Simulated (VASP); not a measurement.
Computed with PBE GGA, VASP's PBE PAW potentials (set 64) (plane waves; VASP).

A VASP calculation is set up with these files.

**KPOINTS**
```
Automatic mesh
0
Gamma
6 6 6
0 0 0
```

**INCAR**
```
# general
SYSTEM  = Pt3Ti
PREC    = Accurate
ENCUT   = 400   # plane-wave cut-off (eV)
LREAL   = F   # projection in real space or not
LASPH   = T   # aspherical one-centre terms

# electronic loop
EDIFF   = 1E-6   # SCF stop (eV)
NELM    = 100   # most electronic steps
ALGO    = Normal   # blocked Davidson
LMAXMIX = 6

# smearing
ISMEAR  = 1   # Methfessel-Paxton
SIGMA   = 0.1

# functional
GGA     = PE   # PBE

# ions
ISIF    = 2

# output
LWAVE   = F
LCHARG  = F
```

File POSCAR:
```
Pt3Ti
1
    3.9200000000     0.0000000000     0.0000000000
    0.0000000000     3.9200000000     0.0000000000
    0.0000000000     0.0000000000     3.9200000000
Ti Pt
1 3
Direct
  0.0000000000   0.0000000000   0.0000000000
  0.0000000000   0.5000000000   0.5000000000
  0.5000000000   0.0000000000   0.5000000000
  0.5000000000   0.5000000000   0.0000000000
```

POTCAR, in this order: Ti_sv Pt (PBE.64 set). Program: vasp_std.

Output

OSZICAR:
```
       N       E                     dE             d eps       ncg     rms          rms(c)
DAV:   1     0.336628071165E+03    0.33663E+03   -0.18084E+04  1000   0.150E+03
DAV:   2    -0.460783781880E+01   -0.34124E+03   -0.33453E+03  1115   0.401E+02
DAV:   3    -0.318538438102E+02   -0.27246E+02   -0.25859E+02  1416   0.101E+02
DAV:   4    -0.326591561468E+02   -0.80531E+00   -0.80303E+00  1248   0.180E+01
DAV:   5    -0.326785221569E+02   -0.19366E-01   -0.19344E-01  1377   0.282E+00    0.218E+01
DAV:   6    -0.309788511380E+02    0.16997E+01   -0.22858E+01  1426   0.330E+01    0.145E+01
DAV:   7    -0.304170680901E+02    0.56178E+00   -0.30704E+01  1371   0.331E+01    0.102E+01
DAV:   8    -0.296759114212E+02    0.74116E+00   -0.17278E+00  1362   0.101E+01    0.463E+00
DAV:   9    -0.295777409032E+02    0.98171E-01   -0.21858E+00  1445   0.778E+00    0.260E+00
DAV:  10    -0.295199394086E+02    0.57801E-01   -0.37115E-01  1402   0.405E+00    0.302E-01
DAV:  11    -0.295231088942E+02   -0.31695E-02   -0.14270E-02  1404   0.830E-01    0.545E-01
DAV:  12    -0.295205726939E+02    0.25362E-02   -0.16440E-02  1376   0.755E-01    0.724E-02
DAV:  13    -0.295205497246E+02    0.22969E-04   -0.34398E-04  1192   0.127E-01    0.196E-02
DAV:  14    -0.295205552232E+02   -0.54986E-05   -0.74189E-05  1378   0.632E-02    0.299E-02
DAV:  15    -0.295205483769E+02    0.68463E-05   -0.24591E-05  1419   0.371E-02    0.949E-03
DAV:  16    -0.295205483262E+02    0.50662E-07   -0.37524E-06  1091   0.123E-02
   1 F= -.29520548E+02 E0= -.29520989E+02  d E =0.132220E-02
```

### OUTCAR
```
------------------------ aborting loop because EDIFF is reached ----------------------------------------
  FORCE on cell =-STRESS in cart. coord.  units (eV):
  Direction    XX          YY          ZZ          XY          YZ          ZX
  --------------------------------------------------------------------------------------
  Total        1.7909388      1.7909388      1.7909388      0.0000000      0.0000000     -0.0000000
  in kB       47.6357636     47.6357636     47.6357636      0.0000000      0.0000000     -0.0000000
  external PRESSURE =      47.6357636 kB  Pullay stress =       0.0000000 kB
  volume of cell :       60.24
      direct lattice vectors                 reciprocal lattice vectors
     3.920000000  0.000000000  0.000000000     0.255102041  0.000000000  0.000000000
     0.000000000  3.920000000  0.000000000     0.000000000  0.255102041  0.000000000
     0.000000000  0.000000000  3.920000000     0.000000000  0.000000000  0.255102041
 POSITION                                       TOTAL-FORCE (eV/Angst)
 -----------------------------------------------------------------------------------
      0.00000      0.00000      0.00000         0.000000      0.000000      0.000000
      0.00000      1.96000      1.96000         0.000000      0.000000      0.000000
      1.96000      0.00000      1.96000         0.000000      0.000000      0.000000
      1.96000      1.96000      0.00000         0.000000      0.000000      0.000000
 -----------------------------------------------------------------------------------
    total drift:                                0.000000      0.000000      0.000000
  FREE ENERGIE OF THE ION-ELECTRON SYSTEM (eV)
  ---------------------------------------------------
  free  energy   TOTEN  =       -29.5205483262 eV

  energy  without entropy=      -29.5218705221  energy(sigma->0) =      -29.52098906
```
(Selected blocks of OUTCAR.)

The compound is Pt3Ti in the L1_2 structure. The cell was not relaxed at this level.
